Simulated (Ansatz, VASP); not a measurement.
# AlIn: VASP beside Ansatz

One calculation is typed for both programs; each brings its own data sets. How far apart do they land? The cell is generated by rule, not measured, and may not be a known phase. The cell is taken from a series of runs on this material, whose earlier steps may have relaxed, scaled, displaced or heated it; both programs get it as it stands.

Method: plane waves, with VASP 6.6.1 beside it; single point at PBE, in Ansatz 0.2.0.

## (1) The starting structure

It takes space group Fm-3m (No. 225, cubic). The conventional cell has a = 5.770 Å, b = 5.770 Å, c = 5.770 Å, α = 90.00°, β = 90.00°, γ = 90.00°. Nearest to Al lie 6 In at 2.88 Å. In has 6 Al at 2.88 Å nearest. Farther neighbours are not listed.

## (2) VASP: single point, PBE, pair 1

With cell and atoms fixed, the geometry can't cause a difference; cores, projectors, grids and the points listed under the comparison can.

Lines of VASP's logs that name or quote its potential files are left out, and so is its time.

Contents of INCAR:

```
SYSTEM = AlIn
PREC = Accurate
ENCUT = 500
EDIFF = 1E-06
NELM = 120
ISMEAR = 1
SIGMA = 0.15
LREAL = .FALSE.
ALGO = Normal
GGA = PE
NBANDS = 14
LORBIT = 11
LWAVE = .FALSE.
LCHARG = .FALSE.
ISIF = 2
LASPH = .TRUE.
GGA_COMPAT = .FALSE.
```

Contents of POSCAR:

```
AlIn
1.0
    0.0000000000      2.8848161044      2.8848161044
    2.8848161044      0.0000000000      2.8848161044
    2.8848161044      2.8848161044      0.0000000000
Al In
1 1
Direct
    0.5000000000      0.5000000000      0.5000000000
    0.0000000000      0.0000000000      0.0000000000
```

Contents of KPOINTS:

```
Automatic mesh
0
Gamma
12 12 12
0 0 0
```

Potentials, in the order of the species: Al and In_d (PBE family, release 64).

Run with:

```sh
mpirun -np 1 vasp_std
```

Numbers of over 12 decimals in the logs are rounded to 6 here.

Output:

```text
[banner, memory and clock lines left out]
running    1 mpi-ranks, on    1 nodes
 distrk:  each k-point on    1 cores,    1 groups
 distr:  one band on    1 cores,    1 groups

 POSCAR found type information on POSCAR AlIn
 POSCAR found :  2 types and       2 ions
 LDA part: xc-table for (Slater+PW92), standard interpolation
 POSCAR, INCAR and KPOINTS ok, starting setup
 FFT: planning ... GRIDC
 FFT: planning ... GRID_SOFT
 FFT: planning ... GRID
 WAVECAR not read
 entering main loop
       N       E                     dE             d eps       ncg     rms          rms(c)
DAV:   1     0.865379772104E+02    0.86538E+02   -0.70521E+03  2022   0.121E+03
DAV:   2    -0.134331892399E+01   -0.87881E+02   -0.84292E+02  2148   0.283E+02
DAV:   3    -0.566059988543E+01   -0.43173E+01   -0.42934E+01  2664   0.625E+01
DAV:   4    -0.577621142445E+01   -0.11561E+00   -0.11559E+00  2716   0.104E+01
DAV:   5    -0.578017828529E+01   -0.39669E-02   -0.39668E-02  2892   0.153E+00    0.320E+00
DAV:   6    -0.573483373322E+01    0.45345E-01   -0.88882E-02  2676   0.553E+00    0.158E+00
DAV:   7    -0.572754024132E+01    0.72935E-02   -0.23226E-02  2688   0.244E+00    0.340E-01
DAV:   8    -0.572694812663E+01    0.59211E-03   -0.17143E-03  2608   0.575E-01    0.114E-01
DAV:   9    -0.572696247049E+01   -0.14344E-04   -0.11266E-04  2576   0.988E-02    0.461E-02
DAV:  10    -0.572696609837E+01   -0.36279E-05   -0.77809E-06  2578   0.245E-02    0.571E-03
DAV:  11    -0.572696605241E+01    0.45953E-07   -0.42351E-07  1536   0.761E-03
   1 F= -.57269661E+01 E0= -.57273943E+01  d E =0.128476E-02
```

OUTCAR, selected parts (step 2):

```text
ion  position               nearest neighbor table
   1  0.500  0.500  0.500-   2 2.88   2 2.88   2 2.88   2 2.88   2 2.88   2 2.88
   2  0.000  0.000  0.000-   1 2.88   1 2.88   1 2.88   1 2.88   1 2.88   1 2.88

  LATTYP: Found a face centered cubic cell.
 ALAT       =     5.7696322088

 Subroutine GETGRP returns: Found 48 space group operations
 (whereof 48 operations were pure point group operations)

The static configuration has the point symmetry O_h .

 Found     72 irreducible k-points:

   k-points           NKPTS =     72   k-points in BZ     NKDIM =     72   number of bands    NBANDS=     14

   dimension x,y,z NGX =    30 NGY =   30 NGZ =   30
   dimension x,y,z NGXF=    60 NGYF=   60 NGZF=   60

   ENCUT  =  500.0 eV  36.75 Ry    6.06 a.u.   7.44  7.44  7.44*2*pi/ulx,y,z

   NELECT =      16.0000    total number of electrons

 k-points in reciprocal lattice and weights: Automatic mesh
   0.00000000  0.00000000  0.00000000       0.001
   0.08333333  0.00000000  0.00000000       0.005
   0.16666667  0.00000000  0.00000000       0.005
   0.25000000  0.00000000  0.00000000       0.005
   0.33333333  0.00000000  0.00000000       0.005
   0.41666667  0.00000000  0.00000000       0.005
   0.50000000  0.00000000  0.00000000       0.002
   0.08333333  0.08333333  0.00000000       0.003
   0.16666667  0.08333333  0.00000000       0.014
[...]
-0.33333333  0.50000000  0.16666667       0.007
  -0.25000000  0.50000000  0.25000000       0.003

 average (electrostatic) potential at core
       1 -74.5112       2 -94.9177

 E-fermi :   6.2474

 k-point     1 :       0.0000    0.0000    0.0000
  band No.  band energies     occupation
    ...
      2      -8.1584      2.00000
      3      -8.1132      2.00000
      4      -8.1132      2.00000
      5      -8.1132      2.00000
      6      -3.0836      2.00000
      7       8.6133     -0.00000
      8       8.6133     -0.00000
      9       8.6133     -0.00000
     10      10.9552      0.00000
     11      12.7431      0.00000
    ...

 k-point     2 :       0.0833    0.0000    0.0000
  band No.  band energies     occupation
    ...
      2      -8.1593      2.00000
      3      -8.1130      2.00000
      4      -8.1103      2.00000
      5      -8.1103      2.00000
      6      -2.9878      2.00000
      7       7.7160     -0.00000
      8       8.5845     -0.00000
      9       8.5845     -0.00000
     10      11.3831      0.00000
     11      12.6889      0.00000
    ...

 k-point     3 :       0.1667    0.0000    0.0000
  band No.  band energies     occupation
    ...
      3      -8.1126      2.00000
      4      -8.1012      2.00000
      5      -8.1012      2.00000
      6      -2.7001      2.00000
      7       6.1428      1.91779
      8       8.5312     -0.00000
      9       8.5312     -0.00000
     10      11.3175      0.00000
     11      12.3405      0.00000
     12      12.3405      0.00000
    ...

  Total        0.1886397      0.1886397      0.1886397     -0.0000000     -0.0000000     -0.0000000
  in kB        6.2944726      6.2944726      6.2944726     -0.0000000     -0.0000000     -0.0000000
  external PRESSURE =       6.2944726 kB  Pullay stress =       0.0000000 kB

  energy-cutoff  :      500.00
  volume of cell :       48.02
      direct lattice vectors                 reciprocal lattice vectors
     0.000000000  2.884816104  2.884816104    -0.173321273  0.173321273  0.173321273
     2.884816104  0.000000000  2.884816104     0.173321273 -0.173321273  0.173321273
     2.884816104  2.884816104  0.000000000     0.173321273  0.173321273 -0.173321273

 POSITION                                       TOTAL-FORCE (eV/Angst)
 -----------------------------------------------------------------------------------
      2.88482      2.88482      2.88482         0.000000      0.000000      0.000000
      0.00000      0.00000      0.00000        -0.000000     -0.000000     -0.000000
 -----------------------------------------------------------------------------------
    total drift:                               -0.000000      0.000000      0.000000

  FREE ENERGIE OF THE ION-ELECTRON SYSTEM (eV)
  ---------------------------------------------------
  free  energy   TOTEN  =        -5.7269660524 eV

  energy  without entropy=       -5.7282508090  energy(sigma->0) =       -5.72739430

 total charge
# of ion       s       p       d       tot
------------------------------------------
    1        0.482   0.284   0.000   0.766
    2        0.953   0.647   9.840  11.441
--------------------------------------------------
tot          1.435   0.931   9.840  12.206

[... 3 further parts left out ...]
```

The run ends at a pressure of 0.63 GPa.

## (3) Ansatz: single point, PBE, pair 1

Ansatz runs on its default PAW (the set named soft_2) files.

The same cell, functional, mesh and smearing now go to Ansatz, which takes its cutoff from its data sets.

Contents of input.yaml:

```yaml
crystal:
  lattice:
    - [0.0, 2.8848161044, 2.8848161044]
    - [2.8848161044, 0.0, 2.8848161044]
    - [2.8848161044, 2.8848161044, 0.0]
  atoms:
    - { symbol: Al, position: [0.5, 0.5, 0.5] }
    - { symbol: In, position: [0.0, 0.0, 0.0] }
kpoints:
  mp_grid: { grid: [12, 12, 12] }
hamiltonian:
  xc: pbe
scf:
  occupations: { method: methfessel_paxton, width: 0.15 }
output:
  forces: true
  stress: true
  eigenvalues: true
  write_density: true
  write_potential: true
  elf: true
  volumetric_format: npy
```

Run with:

```sh
ansatz run input.yaml --threads 4 --pin off --max-ram 8192MiB --backend cpu --events-out ev --progress --plain --runs-dir out
```

Output:

```text
Engine: ansatz 0.2.0, x86_64-unknown-linux-gnu
Pseudopotentials: kind: paw
Pseudopotential: Al, paw, valence charge 3, recommended cutoff 420 eV (normal), Al.paw.azcp
Pseudopotential: In, paw, valence charge 13, recommended cutoff 420 eV (normal), In.paw.azcp
Functional definition: PBE
  parameter kappa = 0.804
  parameter beta = 0.066725
  exchange = pbe_x(kappa = kappa, mu = beta*pi^2/3)
  correlation = pbe_c(beta = beta)
Crystal: 2 atoms, lattice volume = 48.016 Å³
Basis set: ecut = 420 eV, 941 PW (Γ), exchange–correlation on 60×60×60 points (8 copies of the dense FFT grid, shifted against one another)
Bands: 12, of which v1, the nominal top of the filled ones, is band 8 counted from 1 (7 counted from 0)
Symmetry: 48 space group operations
Space group: Fm-3m (ITA 225), of the structure as read, at distance tolerance 3.6e-5 Å
k-points: 72 of 1728
Non-local potential: Al, projectors of the file, l = 0: 2, l = 1: 2, l = 2: 1
Non-local potential: In, projectors of the file, l = 0: 2, l = 1: 2, l = 2: 2, l = 3: 2
PAW form: soft (Blöchl's): semilocal exchange-correlation on the pseudo side does not see the compensation charge
PAW one-centre angular grid: Al, 110 points (default); XC on 64 Gauss nodes
PAW one-centre angular grid: In, 590 points (default); XC on 64 Gauss nodes
Initial density: superposition of atomic densities (neutral atoms: chi_scale 0, normalization atom), corrected by the library's trained network
Initial wavefunctions: pseudopotential atomic-orbital guess
Functional: x = pbe(κ = 0.804, μ = 0.219515), c = pbe(β = 0.066725)
SCF iter   1: F=—  HF=-6134.768285 eV  |F-HF|=—  |Δ(HF+E_count)|=         —  Δρ=1.43e-3  dr2=1.01e-3  ethr=1.77e-3  ⟨swp⟩=5.3  Hψ=5327  notcnv=0
preconditioner: auto → Kerker (q_TF=auto, 2.272 Å⁻¹)  [metal: Δε(μ)=0.087 eV  Ē_g=14.375 eV  σ=0.150 eV  W_gap=0.45  n_scr=14 (ndim 8)  ℏωp=21.4 eV  f_vac=0.000  D(μ)=0.59/eV (n_scr^D=0)]
SCF iter   2: F=—  HF=-6134.767547 eV  |F-HF|=—  |Δ(HF+E_count)|=   7.38e-4  S|Δr|=    0.00e0  Δρ=8.76e-4  dr2=5.78e-4  ethr=6.33e-6  ⟨swp⟩=2.5  Hψ=1877  notcnv=0
SCF iter   3: F=—  HF=-6134.767551 eV  |F-HF|=—  |Δ(HF+E_count)|=   4.18e-6  S|Δr|=    0.00e0  Δρ=5.04e-4  dr2=1.28e-4  ethr=3.61e-6  ⟨swp⟩=2.1  Hψ=1414  notcnv=0
SCF iter   4: F=—  HF=-6134.767558 eV  |F-HF|=—  |Δ(HF+E_count)|=   6.68e-6  S|Δr|=    0.00e0  Δρ=2.38e-4  dr2=1.89e-5  ethr=7.97e-7  ⟨swp⟩=1.0  Hψ=841  notcnv=0
SCF iter   5: F=—  HF=-6134.767542 eV  |F-HF|=—  |Δ(HF+E_count)|=   1.57e-5  S|Δr|=    0.00e0  Δρ=3.61e-5  dr2=5.21e-7  ethr=1.18e-7  ⟨swp⟩=2.0  Hψ=1230  notcnv=0
SCF iter   6: F=-6134.767542 eV  HF=-6134.767542 eV  |F-HF|=2.48e-9  |Δ(HF+E_count)|=   4.88e-8  S|Δr|=    0.00e0  Δρ=3.71e-6  dr2=3.97e-9  ethr=6.25e-10  ⟨swp⟩=10.0  Hψ=6355  notcnv=0
SCF 1 converged in 6 iterations: F = -6134.767542 eV  dr2 = 3.97e-9
  greatest PAW one-centre occupation: 0.980 electrons in one spin orbital (limit 2), on the In atom at site 1 (counted from 0), in its partial waves of l = 2
SCF converged after 6 iterations
Stability not checked: this state was not tested for a lower state beside it, because cold or Methfessel-Paxton smearing, or corrected tetrahedra, fill the levels in a way that the test cannot read (fill_not_monotonic; see scf.lower_state_search)
Free energy (F): -6134.767542 eV
Harris-Foulkes:  -6134.767542 eV  (|F-HF|=2.48e-9)
Internal energy: -6134.768836 eV  (E = F + TS)
E sigma→0 (E₀):  -6134.767866 eV
Entropy (-TS):   0.001293 eV (0.647 meV/atom)
Fermi energy:    7.711124 eV
--- Per-component energies (eV) ---
  E_band       = -42.538613
  E_kinetic    = 262.395883
  E_local      = -1299.342003  (includes V_loc(G=0)·N_el)
  E_nonlocal   = 376.772136
  E_hartree    = 524.348333
  E_xc         = -254.383102
  E_vxc        = -127.271643  (∫ρ·V_xc dr)
  E_paw        = -4620.087479  (= ΣΔE_a)
  E_vpaw       = -303.790782  (= ΣTr[D̂ρ^β])
  E_aug_tail   = 0.000024  (compensation charges beyond the density's cutoff)
  E_ewald      = -1124.472628
  E_smearing   = 0.001293  (= −TS)
  E_closure    = 0.000000  (closes the sum)
  Σ components = -6134.767542   (vs F -6134.767542, Δ=0.00e0)
--- Forces (eV/Å), atoms counted from 1 ---
  atom   1  Al     0.00000000    -0.00000000     0.00000000
  atom   2  In    -0.00000000    -0.00000000     0.00000000
  max |Σ_I F_I| component: 6.25e-31 eV/Å
--- Stress (GPa, compression-positive) ---
        0.664898       0.000000       0.000000
        0.000000       0.664898       0.000000
        0.000000       0.000000       0.664898
  P = ⅓ Tr σ = 0.6649 GPa (6.649 kbar)
--- Band table (eV; the first three rows and the last of 72) ---
  k-point 0: bands = [... 4 lower, -6.6495, -1.6184, 10.0783, 10.0783, 10.0783, 12.4218, 14.1922, 14.1922]
  k-point 1: bands = [... 4 lower, -6.6465, -1.5226, 9.1808, 10.0493, 10.0493, 12.8480, 14.1438, 14.3524]
  k-point 2: bands = [... 4 lower, -6.6375, -1.2349, 7.6073, 9.9953, 9.9953, 12.7784, 13.7977, 13.7977]
  k-point 71: bands = [... 4 lower, -6.5685, 3.1627, 3.8804, 5.0860, 5.0860, 12.5165, 12.6964, 14.7727]
```

The run ends at a pressure of 0.66 GPa.

## (4) Differences

Known differences besides the potentials themselves: the cutoff is 420 eV in Ansatz and 500 eV in VASP. Total energies have different zeros and are not compared.

Both answers:

| quantity | Ansatz | VASP | difference |
| --- | --- | --- | --- |
| pressure (GPa) | 0.66 | 0.63 | +0.04 |

## (5) VASP: single point, PBE, pair 2

With cell and atoms fixed, the geometry can't cause a difference; cores, projectors, grids and the points listed under the comparison can. The cell compared in this pair holds 47.28 Å³, against 48.02 Å³ for the pair before.

INCAR is that of step 2.

Contents of POSCAR:

```
AlIn
1.0
    0.0000000000      2.8700973988      2.8700973988
    2.8700973988      0.0000000000      2.8700973988
    2.8700973988      2.8700973988      0.0000000000
Al In
1 1
Direct
    0.5000000000      0.5000000000      0.5000000000
    0.0000000000      0.0000000000      0.0000000000
```

KPOINTS is that of step 2.

Run with:

```sh
mpirun -np 1 vasp_std
```

Output:

```text
[... set-up lines as in an earlier step ...]
 entering main loop
       N       E                     dE             d eps       ncg     rms          rms(c)
DAV:   1     0.875913943576E+02    0.87591E+02   -0.70684E+03  2022   0.122E+03
DAV:   2    -0.125997848966E+01   -0.88851E+02   -0.85338E+02  2142   0.284E+02
DAV:   3    -0.565351938264E+01   -0.43935E+01   -0.43685E+01  2574   0.628E+01
DAV:   4    -0.577299159640E+01   -0.11947E+00   -0.11944E+00  2660   0.106E+01
[...]
DAV:   9    -0.572225301136E+01   -0.10859E-04   -0.11463E-04  2590   0.100E-01    0.476E-02
DAV:  10    -0.572225664213E+01   -0.36308E-05   -0.77475E-06  2540   0.246E-02    0.564E-03
DAV:  11    -0.572225656139E+01    0.80740E-07   -0.39513E-07  1578   0.734E-03
   1 F= -.57222566E+01 E0= -.57226422E+01  d E =0.115683E-02
```

OUTCAR, selected parts (step 5):

```text
  Total        0.4048343      0.4048343      0.4048343      0.0000000      0.0000000      0.0000000
  in kB       13.7172807     13.7172807     13.7172807      0.0000000      0.0000000      0.0000000
  external PRESSURE =      13.7172807 kB  Pullay stress =       0.0000000 kB

 POSITION                                       TOTAL-FORCE (eV/Angst)
 -----------------------------------------------------------------------------------
      2.87010      2.87010      2.87010         0.000000      0.000000      0.000000
      0.00000      0.00000      0.00000        -0.000000      0.000000     -0.000000
 -----------------------------------------------------------------------------------
    total drift:                               -0.000000      0.000000      0.000000

  FREE ENERGIE OF THE ION-ELECTRON SYSTEM (eV)
  ---------------------------------------------------
  free  energy   TOTEN  =        -5.7222565614 eV

  energy  without entropy=       -5.7234133919  energy(sigma->0) =       -5.72264217

[... 1 part as in an earlier step ...]

[... 2 further parts left out ...]
[key lines of the parts left out:]
E-fermi :   6.3949
```

The run ends at a pressure of 1.37 GPa.

[end of part 1 of 2]

[Lines on the potential files, build, host, timing and source positions are cut from VASP's logs without a mark.]

[Logs are printed without paths, hosts, clocks, repeated set-up lines and the standing remarks that a program may print on its own settings, such as how far it seeks lower states.]

[Hosts, paths, dates, database ids (printed as entryN), source tags and the programs' standing remarks are cut or masked in the printed files.]
